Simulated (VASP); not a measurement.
Data:

```yaml
crystal:
  lattice:
    - [4.04579, 0.00000, 0.00000]
    - [0.00000, 4.04579, 0.00000]
    - [0.00000, 0.00000, 4.04579]
  atoms:
    - { symbol: Lu, position: [0.01434, 0.98671, 0.02082] }
    - { symbol: Pt, position: [0.96532, 0.49907, 0.51282] }
    - { symbol: Pt, position: [0.49506, 0.00942, 0.47420] }
    - { symbol: Pt, position: [0.52528, 0.50479, 0.99216] }
```

The numbers are results of PBEsol GGA, VASP's PBE PAW potentials (set 64) (plane waves; VASP 6.6.1), not measurements. Run with 300 eV cut-off, 5×5×5 Γ-centred mesh, Fermi-Dirac smearing of 0.14 eV, potentials Lu_3 Pt.

At this cut-off the stress carries a Pulay error, which pulls relaxed volumes low. Unless said otherwise, spin-orbit coupling is left out, though it shifts the bands of the heavy elements here.

**Question.** What does the run give for the energy per atom (σ→0), pressure, largest force, band gap (on the k-mesh) with the smallest direct gap where there is one?

**Answer.** 
| Quantity | Result |
|---|---|
| band gap (on the k-mesh) | none (metal, semimetal or under 0.01 eV) |
| energy per atom (σ→0) | -7.473 eV/atom |
| pressure | -1.26 GPa |
| largest force | 1.794 eV/Å |

The absolute energy has meaning only against runs of the same code, potentials and settings.

The structure comes from a computed database's LuPt3 entry; how it stands against other phases isn't given here. The cell was not relaxed at this level, atoms are displaced from their ideal sites. The k-mesh is coarse (spacing up to 0.31 per Å, 2π included), so the numbers may not be converged in it. The electron count is odd and the run is not spin-polarised, which forces a metal.
